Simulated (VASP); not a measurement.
Here is the system:

```yaml
crystal:
  lattice:
    - [0.00000, 2.90968, 2.90968]
    - [2.90968, 0.00000, 2.90968]
    - [2.90968, 2.90968, 0.00000]
  atoms:
    - { symbol: Al, position: [0.25000, 0.25000, 0.25000] }
    - { symbol: Al, position: [0.75000, 0.75000, 0.75000] }
    - { symbol: Pt, position: [0.00000, 0.00000, 0.00000] }
```

Calculation: PBE GGA with D3 dispersion (zero damping), VASP's PBE PAW potentials (set 64) (plane waves; VASP 6.6.1). Settings: 520 eV cut-off, 9×9×9 Γ-centred mesh, first-order Methfessel-Paxton smearing of 0.10 eV, potentials Al Pt.

Unless said otherwise, spin-orbit coupling is left out, though it shifts the bands of the heavy elements here.

What does the run give for the energy per atom (σ→0), pressure, band gap (on the k-mesh) with the smallest direct gap where there is one?

```json
{
  "band gap (on the k-mesh)": "none (metal, semimetal or under 0.01 eV)",
  "energy per atom (σ→0)": "-5.757 eV/atom",
  "pressure": "4.62 GPa"
}
```

Only differences to runs with the same potentials and settings are physical.

The compound is PtAl2 in the fluorite structure. This cell is one point of a volume scan, at 0.97 of the reference volume.
